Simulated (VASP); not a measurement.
## GaPt3: single point with LDA

The system is GaPt3.

```
CELL_PARAMETERS angstrom
3.90988 0.00000 0.00000
0.00000 3.90988 0.00000
0.00000 0.00000 3.90988
ATOMIC_POSITIONS crystal
Ga 0.00000 0.00000 0.00000
Pt 0.00000 0.50000 0.50000
Pt 0.50000 0.50000 0.00000
Pt 0.50000 0.00000 0.50000
```

The cell comes from a database or a generator and needn't be the stable form of this composition.

| Property | Result |
| --- | --- |
| Program | VASP 6.6.1 |
| Task | single point |
| Functional | LDA |
| Potentials or basis | VASP PAW LDA potentials, release 64 (Ga_d, Pt) |
| Cutoff | 520 eV |
| k mesh | 6 × 6 × 6 |
| Occupations | gaussian, width 0.1 eV |
| Spin | no spin polarisation |
| Dipole correction | no |
| Further INCAR settings | ALGO = Fast; EDIFF = 1e-06; NBANDS = 30 |

```yaml
Pressure: -7.7 GPa
Band_gap_on_the_k_mesh: none (metal or under the smearing width)
```

Levels at points of the mesh, in eV from the Fermi level:
| k point | band 18 | band 19 | band 20 | band 21 | band 22 | band 23 | band 24 | band 25 |
| --- | --- | --- | --- | --- | --- | --- | --- | --- |
| (0.00, 0.00, 0.00) | 0.06 | 0.06 | 0.06 | 0.16 | 0.62 | 0.62 | 0.62 | 4.07 |
| (0.50, 0.00, 0.00) | -2.11 | -2.11 | -1.87 | -0.70 | 0.62 | 2.92 | 5.36 | 5.36 |
| (0.50, 0.50, 0.00) | -2.47 | -2.04 | -1.67 | -1.49 | -0.82 | 1.65 | 1.65 | 6.17 |
| (0.50, 0.50, 0.50) | -2.19 | -1.57 | -1.57 | -0.35 | 0.17 | 0.17 | 0.17 | 2.01 |

It took 19 s on 1 thread of AMD EPYC 9R45 96-Core Processor (Zen 5) (shared host), peak memory 0.14 GiB.

The run has no spin-orbit coupling, so splittings on Pt are missing.
